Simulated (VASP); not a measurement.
```yaml
crystal:
  lattice:
    - [0.00000, 2.47176, 2.47176]
    - [2.47176, 0.00000, 2.47176]
    - [2.47176, 2.47176, 0.00000]
  atoms:
    - { symbol: Tb, position: [0.50000, 0.50000, 0.50000] }
    - { symbol: N, position: [0.00000, 0.00000, 0.00000] }
```

Calculation: HSE06 screened hybrid, VASP's PBE PAW potentials (set 64) (plane waves; VASP 6.6.1). Numerical set-up: 500 eV cut-off, 8×8×8 Γ-centred mesh, Gaussian smearing of 0.050 eV, potentials Tb_3 N.

The 4f electrons are frozen in the core of the lanthanide potential, so 4f levels, which can set the real gap, and their magnetism are missing.

Q: Estimate the energy per atom (σ→0), pressure, band gap (over the mesh, the named points and PBE's band edges) with the smallest direct gap where there is one.

A: 
```yaml
band gap (over the mesh, the named points and PBE's band edges): 0.81 eV
smallest direct gap (over the mesh, the named points and PBE's band edges): 1.18 eV
energy per atom (σ→0): -910.6 kJ/mol-atom
pressure: -4.26 GPa
```

Only differences to runs with the same potentials and settings are physical.

The structure comes from a computed database's TbN entry (Fm-3m); how it stands against other phases isn't given here. It was relaxed first.
